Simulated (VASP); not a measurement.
Here is the system:

```
CELL_PARAMETERS angstrom
      1.80086    -3.11918     0.00000
      1.80086     3.11918     0.00000
      0.00000     0.00000     4.86747
ATOMIC_POSITIONS crystal
  Pt 0.00000 0.00000 0.00000
  S  0.33333 0.66667 0.24845
  S  0.66667 0.33333 0.75155
```

All values below come from PBEsol GGA, VASP's PBE PAW potentials (set 64) (plane waves; VASP). Settings: 520 eV cut-off, 7×7×5 Γ-centred mesh, Gaussian smearing of 0.050 eV, potentials Pt S.

Without a dispersion term in the relaxation, distances and binding between the weakly bound layers, chains or molecules are unreliable, and so is what depends on them.

**Question.** The ions and cell shape at fixed volume are relaxed. Which structure does the run end with?

**Answer.** 
```
CELL_PARAMETERS angstrom
      1.78175    -3.08608     0.00000
      1.78175     3.08608     0.00000
      0.00000     0.00000     4.97244
ATOMIC_POSITIONS crystal
  Pt 0.00000 0.00000 0.00000
  S  0.33333 0.66667 0.24157
  S  0.66667 0.33333 0.75843
```
Space group P-3m1 (164), at a tolerance of 0.03 Å.

**Question.** How much energy does the relaxation gain?

**Answer.** The energy (σ→0) changes by -6.1 meV/atom, in 6 ionic steps.

```
step  E(σ→0) (eV)  max force (eV/Å)  pressure (GPa)  volume (Å³)
----  -----------  ----------------  --------------  -----------
1        -16.9767             0.342           -4.16        54.68
2        -16.9885             0.166           -2.65        54.68
3        -16.9936             0.044           -0.85        54.68
4        -16.9936             0.058           -0.72        54.68
5        -16.9947             0.023           -0.57        54.68
6        -16.9949             0.002           -0.47        54.68
```

The compound is PtS2 in the 1T layered structure. This cell is one point of a volume scan, at 1.03 of the reference volume. Symmetry was kept, so distortions that lower it aren't found.
